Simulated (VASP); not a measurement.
CuI (space group F-43m): the measured cell of entry 9004456 of the Crystallography Open Database is

```cif
data_CuI
_chemical_formula_sum 'Cu1 I1'
_space_group_name_H-M_alt 'P 1'
_space_group_IT_number 1
_cell_length_a 4.28719
_cell_length_b 4.28719
_cell_length_c 4.28719
_cell_angle_alpha 60.000
_cell_angle_beta 60.000
_cell_angle_gamma 60.000
loop_
_space_group_symop_operation_xyz
  'x, y, z'
loop_
_atom_site_label
_atom_site_type_symbol
_atom_site_fract_x
_atom_site_fract_y
_atom_site_fract_z
_atom_site_occupancy
Cu1 Cu 0.25000 0.25000 0.25000 1
I1 I 0.00000 0.00000 0.00000 1
```

Level of theory: r2SCAN meta-GGA, VASP's PBE PAW potentials (set 64) (plane waves; VASP 6.6.1). Numerical set-up: 400 eV cut-off, 9×9×9 Γ-centred mesh, tetrahedra with Blöchl corrections, potentials Cu I.

The calculation is for a static lattice at zero pressure; the measurement, whose temperature isn't given here, holds thermal and zero-point expansion. The entry's conditions were not checked, so it may have been measured under pressure.

Q: How far does the relaxed conventional cell lie from the measured one?

A: 
```
             measured  computed  difference
-----------  --------  --------  ----------
a (Å)           6.063     6.011      -0.9 %
V (Å³/atom)     27.86     27.15      -2.5 %
```

The structure comes from a measured CuI entry (F-43m) of the Crystallography Open Database, whose conditions weren't checked. It was relaxed first. Symmetry was kept, so distortions that lower it aren't found.
